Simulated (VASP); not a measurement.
Output of a VASP run:

OSZICAR:
```
       N       E                     dE             d eps       ncg     rms          rms(c)
DAV:   1     0.843363315214E+02    0.84336E+02   -0.92187E+03  3888   0.224E+03
DAV:   2    -0.902940163895E+01   -0.93366E+02   -0.91523E+02  3726   0.320E+02
DAV:   3    -0.129427712125E+02   -0.39134E+01   -0.39015E+01  4265   0.725E+01
DAV:   4    -0.129991087180E+02   -0.56338E-01   -0.56326E-01  4934   0.788E+00
DAV:   5    -0.130005148490E+02   -0.14061E-02   -0.14062E-02  4367   0.109E+00    0.108E+01
DAV:   6    -0.140455327584E+02   -0.10450E+01   -0.26473E+01  4102   0.698E+01    0.118E+01
DAV:   7    -0.118034768507E+02    0.22421E+01   -0.10475E+01  3755   0.517E+01    0.186E+00
DAV:   8    -0.117816379555E+02    0.21839E-01   -0.28978E-01  4266   0.592E+00    0.684E-01
DAV:   9    -0.117739877252E+02    0.76502E-02   -0.23035E-02  4918   0.238E+00    0.152E-01
DAV:  10    -0.117735582879E+02    0.42944E-03   -0.71350E-04  4924   0.402E-01    0.751E-02
DAV:  11    -0.117735238790E+02    0.34409E-04   -0.12214E-04  5175   0.193E-01    0.139E-02
DAV:  12    -0.117735246901E+02   -0.81113E-06   -0.50852E-06  5089   0.383E-02    0.263E-03
DAV:  13    -0.117735252343E+02   -0.54423E-06   -0.43607E-07  4156   0.995E-03    0.812E-04
DAV:  14    -0.117735250406E+02    0.19374E-06   -0.40670E-08  2094   0.333E-03    0.433E-04
DAV:  15    -0.117735250151E+02    0.25530E-07   -0.78716E-09  2017   0.873E-04
   1 F= -.11773525E+02 E0= -.11773525E+02  d E =0.000000E+00
```

**OUTCAR**
```
------------------------ aborting loop because EDIFF is reached ----------------------------------------
  FORCE on cell =-STRESS in cart. coord.  units (eV):
  Direction    XX          YY          ZZ          XY          YZ          ZX
  --------------------------------------------------------------------------------------
  Total        0.0018315      0.0018315      0.0018315     -0.0000000     -0.0000000     -0.0000000
  in kB        0.1284658      0.1284658      0.1284658     -0.0000000     -0.0000000     -0.0000000
  external PRESSURE =       0.1284658 kB  Pullay stress =       0.0000000 kB
  volume of cell :       22.84
      direct lattice vectors                 reciprocal lattice vectors
     2.837307608  0.000000000  0.000000000     0.352446805  0.000000000  0.000000000
     0.000000000  2.837307608  0.000000000     0.000000000  0.352446805  0.000000000
     0.000000000  0.000000000  2.837307608     0.000000000  0.000000000  0.352446805
 POSITION                                       TOTAL-FORCE (eV/Angst)
 -----------------------------------------------------------------------------------
      1.41865      1.41865      1.41865         0.000000      0.000000      0.000000
      0.00000      0.00000      0.00000         0.000000      0.000000      0.000000
 -----------------------------------------------------------------------------------
    total drift:                               -0.000000      0.000000      0.000000
  FREE ENERGIE OF THE ION-ELECTRON SYSTEM (eV)
  ---------------------------------------------------
  free  energy   TOTEN  =       -11.7735250151 eV

  energy  without entropy=      -11.7735250151  energy(sigma->0) =      -11.77352502

 total charge

# of ion       s       p       d       tot
------------------------------------------
    1        0.854   0.934  10.070  11.857
    2        0.402   0.490   7.539   8.431
--------------------------------------------------
tot          1.256   1.424  17.609  20.289
```
(Selected blocks of OUTCAR.)

POSCAR:
```
CoGa
1
    2.8373076076     0.0000000000    -0.0000000000
   -0.0000000000     2.8373076076    -0.0000000000
    0.0000000000     0.0000000000     2.8373076076
Ga Co
1 1
Direct
  0.5000000000   0.5000000000   0.5000000000
  0.0000000000   0.0000000000   0.0000000000
```

**Question.** Write an INCAR and KPOINTS that could have produced this output.

**Answer.** This is not unique; one that fits is the input of the run itself, PBEsol GGA, plane waves, VASP's PBE PAW potentials (set 64).

KPOINTS:
```
Regular mesh
0
Gamma
  14 14 14
0 0 0
```

### INCAR
```
# general
SYSTEM =CoGa
PREC   =Accurate
ENCUT  =400
LREAL  =.FALSE.   # projection in real space or not
LASPH  =.TRUE.

# electronic loop
EDIFF  =1E-7
NELM   =100
ALGO   =Normal   # blocked Davidson
LMAXMIX=4

# smearing
ISMEAR =-5   # tetrahedra, Bloechl

# functional
GGA    =PS   # PBEsol

# ions
ISIF   =2

# output
LWAVE  =.FALSE.
LCHARG =.TRUE.
LORBIT =11   # lm-projected
NEDOS  =601
```

POTCAR, in this order: Ga_d Co (PBE.64 set). Program: vasp_std.

For a metal the tetrahedron method with Blöchl corrections gives inexact stress and forces.

The compound is CoGa in the CsCl type structure. It was relaxed first. The run is not spin-polarised, so no magnetic state was tried.
